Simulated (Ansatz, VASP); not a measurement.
This is a calculation of GaGe3 for VASP 6.6.1.

File INCAR:

```
SYSTEM = GaGe3
  PREC = Accurate
  ENCUT = 520
  EDIFF = 1E-6
  ISMEAR = -1
  SIGMA = 0.05
  LREAL = .FALSE.
  LASPH = .TRUE.
  NELM = 100
  ALGO = Normal
  ISIF = 2
  LWAVE = .FALSE.
  LCHARG = .FALSE.
  GGA = CA
  NBANDS = 36
```

The input KPOINTS:

```
regular mesh
0
G
  7 7 7
  0 0 0
```

File POSCAR:

```
GaGe3
1.0
    0.0000000000      3.4317400984      3.4317400984
    3.4317400984      0.0000000000      3.4317400984
    3.4317400984      3.4317400984      0.0000000000
Ge Ga
3 1
Direct
    0.5000000000      0.5000000000      0.5000000000
    0.7500000000      0.7500000000      0.7500000000
    0.2500000000      0.2500000000      0.2500000000
    0.0000000000      0.0000000000      0.0000000000
```

Potentials or basis: VASP PAW LDA potentials, release 64 (Ge_d, Ga_d).

Command:

```sh
$ cat potpaw_LDA.64/Ge_d/POTCAR potpaw_LDA.64/Ga_d/POTCAR > POTCAR
$ mpirun -np 1 vasp_std > vasp.out
```

Problem. Set up the same calculation for Ansatz 0.2.0. Potentials there: Ansatz PAW.

Solution. As run (the cutoff follows the program's own potentials):

File input.yaml:

```yaml
crystal:
  lattice:
    - [0.0, 3.4317400984, 3.4317400984]
    - [3.4317400984, 0.0, 3.4317400984]
    - [3.4317400984, 3.4317400984, 0.0]
  atoms:
    - { symbol: Ge, position: [0.5, 0.5, 0.5] }
    - { symbol: Ge, position: [0.75, 0.75, 0.75] }
    - { symbol: Ge, position: [0.25, 0.25, 0.25] }
    - { symbol: Ga, position: [0.0, 0.0, 0.0] }
hamiltonian:
  xc: lda
  pseudopotentials: { kind: paw }
kpoints:
  mp_grid: { grid: [7, 7, 7] }
scf:
  occupations: { method: fermi_dirac, width: 0.05 }
output:
  forces: true
  stress: true
  eigenvalues: true
```

Potentials or basis: Ansatz PAW.

Command:

```console
$ ansatz run input.yaml --threads 2 --pin off --max-ram 5632MiB --backend cpu --events-out ev --progress --plain --runs-dir out
```

Both were run:

|  | VASP | Ansatz | Ansatz less VASP |
| --- | --- | --- | --- |
| gap on the k mesh at the Fermi level (eV) | none | none | - |
| pressure (GPa) | -7.0 | -7.3 | -0.26 |

A gap of «none» marks a metal or a gap that the smearing closes.

Caveats: the PAW data sets come from PBE, with cores solved anew for the run's functional, which leaves a small shift of forces and pressure (Ansatz).
